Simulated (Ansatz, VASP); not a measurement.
# LiCaCl3 in two plane-wave programs, part 2 of 3

One calculation is typed for both programs; each brings its own data sets. How far apart do they land? The cell is generated by rule, not measured, and may not be a known phase. The cell is taken from a series of runs on this material, whose earlier steps may have relaxed, scaled, displaced or heated it; both programs get it as it stands.

VASP 6.6.1 and Ansatz 0.2.0.

So far: Starting point; VASP: zone-centre phonons, PBEsol.

**2. VASP: zone-centre phonons, PBEsol (continued)**

Level of this step: PBEsol; plane waves and PAW (Li_sv, Ca_sv, Cl); invented cell (VASP).

OUTCAR, selected parts (step 2):

```text
ion  position               nearest neighbor table
   1  0.171  0.171  0.171-   5 2.35   4 2.35   3 2.35
   2  0.491  0.491  0.491-   5 2.66   4 2.66   3 2.66   5 2.76   3 2.76   4 2.76
   3  0.452  0.986  0.452-   1 2.35   2 2.66   2 2.76
   4  0.986  0.452  0.452-   1 2.35   2 2.66   2 2.76
   5  0.452  0.452  0.986-   1 2.35   2 2.66   2 2.76

  LATTYP: Found a trigonal (rhomboedric) cell.
 ALAT       =     5.3857733227
 COS(alpha) =     0.0515769091

 Subroutine GETGRP returns: Found  6 space group operations
 (whereof  6 operations were pure point group operations)

The static configuration has the point symmetry C_3v.

 Found     32 irreducible k-points:

   k-points           NKPTS =     32   k-points in BZ     NKDIM =     32   number of bands    NBANDS=     23

   dimension x,y,z NGX =    48 NGY =   48 NGZ =   48
   dimension x,y,z NGXF=    96 NGYF=   96 NGZF=   96

   ENCUT  =  750.0 eV  55.12 Ry    7.42 a.u.  12.03 12.03 12.03*2*pi/ulx,y,z

   NELECT =      34.0000    total number of electrons

 k-points in reciprocal lattice and weights: Automatic mesh
   0.00000000  0.00000000  0.00000000       0.005
   0.16666667  0.00000000 -0.00000000       0.028
   0.33333333  0.00000000  0.00000000       0.028
   0.50000000  0.00000000  0.00000000       0.014
   0.16666667  0.16666667 -0.00000000       0.028
   0.33333333  0.16666667  0.00000000       0.056
   0.50000000  0.16666667 -0.00000000       0.056
  -0.33333333  0.16666667 -0.00000000       0.056
  -0.16666667  0.16666667  0.00000000       0.028
[...]
-0.33333333  0.50000000  0.33333333       0.028
   0.50000000  0.50000000  0.50000000       0.005

 average (electrostatic) potential at core
       1 -64.5198       2 -48.6703       3 -94.9942       4 -94.9942       5 -94.9942

  Total        0.0679883      0.0679883      0.0833132      0.0000000      0.0000000      0.0000000
  in kB        0.6999713      0.6999713      0.8577482      0.0000000      0.0000000      0.0000000
  external PRESSURE =       0.7525636 kB  Pullay stress =       0.0000000 kB

  energy-cutoff  :      750.00
  volume of cell :      155.62
      direct lattice vectors                 reciprocal lattice vectors
     3.708806133  2.141280219  3.265919529     0.134814272  0.077835056  0.102064160
[...]
2    -0.43048    -0.89005    -0.24379
    3    -0.40520    -0.23394    -1.12340
 ion    5
    1    -0.64152     0.00000     0.00000
    2     0.00000    -1.63566     0.48759
    3    -0.00000     0.46789    -1.12340

 Eigenvectors and eigenvalues of the dynamical matrix
 ----------------------------------------------------

   1 f  =    9.884811 THz    62.108100 2PiTHz  329.721805 cm-1    40.880275 meV
             X         Y         Z           dx          dy          dz
      0.000000  0.000000  1.670758     0.000000   -0.000000    0.916806
      0.000000  0.000000  4.811971     0.000000   -0.000000   -0.195367
     -1.980508  1.143447  6.176145    -0.164463    0.094953   -0.066096
      1.980508  1.143447  6.176145     0.164463    0.094953   -0.066096
      0.000000 -2.286893  6.176145     0.000000   -0.189906   -0.066096

   2 f  =    9.181067 THz    57.686343 2PiTHz  306.247421 cm-1    37.969824 meV
             X         Y         Z           dx          dy          dz
      0.000000  0.000000  1.670758    -0.908093    0.000000    0.000000
      0.000000  0.000000  4.811971    -0.072764    0.000000   -0.000000
     -1.980508  1.143447  6.176145     0.241598   -0.147869    0.068526
      1.980508  1.143447  6.176145     0.241598    0.147869   -0.068526
      0.000000 -2.286893  6.176145    -0.014520   -0.000000   -0.000000

   3 f  =    9.181067 THz    57.686343 2PiTHz  306.247421 cm-1    37.969824 meV
             X         Y         Z           dx          dy          dz
      0.000000  0.000000  1.670758     0.000000    0.908093    0.000000
      0.000000  0.000000  4.811971     0.000000    0.072764    0.000000
     -1.980508  1.143447  6.176145     0.147869   -0.070853    0.039563
      1.980508  1.143447  6.176145    -0.147869   -0.070853    0.039563
      0.000000 -2.286893  6.176145     0.000000   -0.326970   -0.079127

   4 f  =    7.782007 THz    48.895793 2PiTHz  259.579819 cm-1    32.183781 meV
             X         Y         Z           dx          dy          dz
      0.000000  0.000000  1.670758    -0.000000   -0.000000    0.310153
      0.000000  0.000000  4.811971     0.000000    0.000000    0.513206
     -1.980508  1.143447  6.176145     0.348350   -0.201120   -0.227328
      1.980508  1.143447  6.176145    -0.348350   -0.201120   -0.227328
      0.000000 -2.286893  6.176145     0.000000    0.402240   -0.227328

   5 f  =    7.337250 THz    46.101300 2PiTHz  244.744310 cm-1    30.344413 meV
             X         Y         Z           dx          dy          dz
      0.000000  0.000000  1.670758     0.240860    0.000000    0.000000
      0.000000  0.000000  4.811971    -0.632279   -0.000000    0.000000
     -1.980508  1.143447  6.176145     0.315427   -0.224558   -0.344212
      1.980508  1.143447  6.176145     0.315427    0.224558    0.344212
      0.000000 -2.286893  6.176145    -0.073518    0.000000   -0.000000

   6 f  =    7.337250 THz    46.101300 2PiTHz  244.744310 cm-1    30.344413 meV
             X         Y         Z           dx          dy          dz
      0.000000  0.000000  1.670758    -0.000000    0.240860    0.000000
      0.000000  0.000000  4.811971     0.000000   -0.632279    0.000000
     -1.980508  1.143447  6.176145    -0.224558    0.056131    0.198731
      1.980508  1.143447  6.176145     0.224558    0.056130    0.198731
      0.000000 -2.286893  6.176145     0.000000    0.445076   -0.397462

   7 f  =    4.626338 THz    29.068142 2PiTHz  154.318039 cm-1    19.132990 meV
             X         Y         Z           dx          dy          dz
      0.000000  0.000000  1.670758    -0.000000    0.000000   -0.134320
      0.000000  0.000000  4.811971     0.000000    0.000000    0.661083
     -1.980508  1.143447  6.176145    -0.318754    0.184033   -0.214873
      1.980508  1.143447  6.176145     0.318754    0.184033   -0.214873
      0.000000 -2.286893  6.176145     0.000000   -0.368065   -0.214873

   8 f  =    2.951582 THz    18.545337 2PiTHz   98.454182 cm-1    12.206757 meV
             X         Y         Z           dx          dy          dz
      0.000000  0.000000  1.670758    -0.024512    0.000001   -0.000000
      0.000000  0.000000  4.811971    -0.582193    0.000019   -0.000000
     -1.980508  1.143447  6.176145     0.005793    0.321563    0.261568
      1.980508  1.143447  6.176145     0.005814   -0.321588   -0.261558
      0.000000 -2.286893  6.176145     0.562789    0.000006   -0.000010

   9 f  =    2.951582 THz    18.545337 2PiTHz   98.454182 cm-1    12.206757 meV
             X         Y         Z           dx          dy          dz
      0.000000  0.000000  1.670758    -0.000001   -0.024512   -0.000000
      0.000000  0.000000  4.811971    -0.000019   -0.582193    0.000000
     -1.980508  1.143447  6.176145     0.321576    0.377138   -0.151005
      1.980508  1.143447  6.176145    -0.321575    0.377117   -0.151022
      0.000000 -2.286893  6.176145     0.000018   -0.179858    0.302026

  10 f  =    2.393189 THz    15.036850 2PiTHz   79.828191 cm-1     9.897430 meV
             X         Y         Z           dx          dy          dz
      0.000000  0.000000  1.670758    -0.274101   -0.000087    0.000000
      0.000000  0.000000  4.811971     0.105779    0.000034    0.000000
     -1.980508  1.143447  6.176145    -0.165730    0.272382   -0.555233
      1.980508  1.143447  6.176145    -0.165904   -0.272288    0.555437
      0.000000 -2.286893  6.176145     0.305881   -0.000103   -0.000204

  11 f  =    2.393189 THz    15.036850 2PiTHz   79.828191 cm-1     9.897430 meV
             X         Y         Z           dx          dy          dz
      0.000000  0.000000  1.670758    -0.000087    0.274101    0.000000
      0.000000  0.000000  4.811971     0.000034   -0.105779   -0.000000
     -1.980508  1.143447  6.176145    -0.272388   -0.148562   -0.320799
      1.980508  1.143447  6.176145     0.272282   -0.148735   -0.320446
      0.000000 -2.286893  6.176145     0.000097    0.323049    0.641245

  12 f  =    0.638011 THz     4.008741 2PiTHz   21.281756 cm-1     2.638600 meV
             X         Y         Z           dx          dy          dz
      0.000000  0.000000  1.670758     0.000000    0.000000    0.000000
      0.000000  0.000000  4.811971     0.000000    0.000000    0.000000
     -1.980508  1.143447  6.176145    -0.288675   -0.500000    0.000000
      1.980508  1.143447  6.176145    -0.288675    0.500000   -0.000000
      0.000000 -2.286893  6.176145     0.577350    0.000000    0.000000

  13 f/i=    0.010405 THz     0.065377 2PiTHz    0.347075 cm-1     0.043032 meV
             X         Y         Z           dx          dy          dz
      0.000000  0.000000  1.670758    -0.000000   -0.000000   -0.212673
      0.000000  0.000000  4.811971    -0.000000   -0.000000   -0.511292
     -1.980508  1.143447  6.176145     0.000358   -0.000207   -0.480746
      1.980508  1.143447  6.176145    -0.000358   -0.000207   -0.480746
      0.000000 -2.286893  6.176145    -0.000000    0.000414   -0.480746

  14 f/i=    0.107921 THz     0.678085 2PiTHz    3.599842 cm-1     0.446323 meV
             X         Y         Z           dx          dy          dz
      0.000000  0.000000  1.670758    -0.000037   -0.204012    0.000000
      0.000000  0.000000  4.811971    -0.000091   -0.494764    0.000000
     -1.980508  1.143447  6.176145    -0.011547   -0.494142   -0.001901
      1.980508  1.143447  6.176145     0.011370   -0.494138   -0.001902
      0.000000 -2.286893  6.176145    -0.000092   -0.474294    0.003803

  15 f/i=    0.107921 THz     0.678085 2PiTHz    3.599842 cm-1     0.446323 meV
             X         Y         Z           dx          dy          dz
      0.000000  0.000000  1.670758     0.204012   -0.000037   -0.000000
      0.000000  0.000000  4.811971     0.494764   -0.000091   -0.000000
     -1.980508  1.143447  6.176145     0.480907    0.011367   -0.003294
      1.980508  1.143447  6.176145     0.480912   -0.011549    0.003293
      0.000000 -2.286893  6.176145     0.500756   -0.000087    0.000001

 MACROSCOPIC STATIC DIELECTRIC TENSOR IONIC CONTRIBUTION
 ------------------------------------------------------
           3.199052    -0.000000     0.000000
           0.000000     3.199052     0.000000
           0.000000     0.000000     2.283143
 ------------------------------------------------------

 ELASTIC MODULI CONTR FROM IONIC RELAXATION (kBar)
 Direction    XX          YY          ZZ          XY          YZ          ZX
 --------------------------------------------------------------------------------
 XX        -107.3152     10.2810     -7.6210      0.0000      5.5421     -0.0000
 YY          10.2810   -107.3152     -7.6210      0.0000     -5.5421     -0.0000
 ZZ          -7.6210     -7.6210   -133.1509      0.0000     -0.0000      0.0000
 XY           0.0000     -0.0000      0.0000    -58.8183     -0.0000      5.6666
 YZ           5.5421     -5.5421     -0.0000     -0.0000    -37.2105      0.0000
 ZX          -0.0000     -0.0000      0.0000      5.6666      0.0000    -37.5386
 --------------------------------------------------------------------------------

 PIEZOELECTRIC TENSOR IONIC CONTR  for field in x, y, z        (C/m^2)
          XX          YY          ZZ          XY          YZ          ZX
  --------------------------------------------------------------------------------
  x     0.00000    -0.00000    -0.00000     0.12599     0.00000     0.24456
  y     0.12599    -0.12599    -0.00000     0.00000     0.25148    -0.00000
  z     0.22857     0.22857     0.02298     0.00000    -0.00000    -0.00000
```

[end of part 2 of 3]

[Lines on the potential files, build, host, timing and source positions are cut from VASP's logs without a mark.]

[Logs are printed without paths, hosts, clocks, repeated set-up lines and the standing remarks that a program may print on its own settings, such as how far it seeks lower states.]

[Hosts, paths, dates, database ids (printed as entryN), source tags and the programs' standing remarks are cut or masked in the printed files.]
